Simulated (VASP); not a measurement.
Given:

```yaml
crystal:
  lattice:
    - [0.00000, 2.83252, 2.83252]
    - [2.83252, 0.00000, 2.83252]
    - [2.83252, 2.83252, 0.00000]
  atoms:
    - { symbol: Ag, position: [0.00000, 0.00000, 0.00000] }
    - { symbol: Cl, position: [0.50000, 0.50000, 0.50000] }
```

All values below come from optB88-vdW, VASP's PBE PAW potentials (set 64) (plane waves; VASP). Settings: 520 eV cut-off, 8×8×8 Γ-centred mesh, Gaussian smearing of 0.050 eV, potentials Ag Cl.

Task: Estimate the energy per atom (σ→0), pressure, band gap (on the k-mesh) with the smallest direct gap where there is one.

Result: 
- band gap (on the k-mesh) = 0.90 eV
- smallest direct gap (on the k-mesh) = 2.92 eV
- energy per atom (σ→0) = -0.358 eV/atom
- pressure = -2.50 GPa

The compound is AgCl in the rock salt structure. This cell is one point of a volume scan, at 1.06 of the reference volume.
